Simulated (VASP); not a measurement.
Input:

```
Cr
1.0
    2.78430     0.00000     0.00000
    0.00000     2.78430     0.00000
    0.00000     0.00000     2.78430
Cr
2
Cartesian
  0.00000   0.00000   0.00000
  1.39215   1.39215   1.39215
```

Level of theory: PBEsol GGA, VASP's PBE PAW potentials (set 64) (plane waves; VASP 6.6.1). Numerical set-up: 520 eV cut-off, 13×13×13 Γ-centred mesh, first-order Methfessel-Paxton smearing of 0.10 eV, potentials Cr_pv.

Task: Give the stress tensor in GPa (positive for a compressed cell).

Result: 
```
9.45  0.00  0.00
0.00  9.45  0.00
0.00  0.00  9.45
```
The pressure is its mean diagonal, 9.45 GPa.

The compound is Cr in the bcc, AFM order structure. This cell is one point of a volume scan, at 0.97 of the reference volume. The run is not spin-polarised, so no magnetic state was tried.
